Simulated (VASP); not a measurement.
Data:

```yaml
crystal:
  lattice:
    - [-3.41530, 4.83272, 3.00297]
    - [3.41530, -4.83272, 3.00297]
    - [3.41530, 4.83272, -3.00297]
  atoms:
    - { symbol: Si, position: [0.75000, 0.75000, 0.00000] }
    - { symbol: Si, position: [0.25000, 0.25000, 0.00000] }
    - { symbol: Se, position: [0.37364, 0.68927, 0.06291] }
    - { symbol: Se, position: [0.62636, 0.31073, 0.93709] }
    - { symbol: Se, position: [0.12636, 0.18927, 0.31563] }
    - { symbol: Se, position: [0.87364, 0.81073, 0.68437] }
```

Level of theory: PBE0 hybrid, VASP's PBE PAW potentials (set 64) (plane waves; VASP). Run with 300 eV cut-off, 3×3×3 Γ-centred mesh, Fermi-Dirac smearing of 0.050 eV, potentials Si Se.

Question: What does the run give for the energy per atom (σ→0), pressure?

Answer: 
* **energy per atom (σ→0)**: -6.073 eV/atom
* **pressure**: -2.96 GPa

Only differences to runs with the same potentials and settings are physical.

The structure comes from a computed database's SiSe2 entry; how it stands against other phases isn't given here. The cell was not relaxed at this level. The k-mesh is coarse (spacing up to 0.46 per Å, 2π included), so the numbers may not be converged in it.
